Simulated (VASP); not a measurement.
Consider the following.

```yaml
crystal:
  lattice:
    - [0.00000, 3.22813, 3.22813]
    - [3.22813, 0.00000, 3.22813]
    - [3.22813, 3.22813, 0.00000]
  atoms:
    - { symbol: Ba, position: [0.00000, 0.00000, 0.00000] }
    - { symbol: S, position: [0.50000, 0.50000, 0.50000] }
```

Method: PBE GGA, VASP's PBE PAW potentials (set 64) (plane waves; VASP). Run with 400 eV cut-off, 9×9×9 Γ-centred mesh, Gaussian smearing of 0.010 eV, potentials Ba_sv S.

Q: Estimate the energy per atom (σ→0).

A: 
The energy per atom (σ→0) is -5.097 eV/atom.

Only differences to runs with the same potentials and settings are physical.

The compound is BaS in the rock salt structure. It was relaxed first.
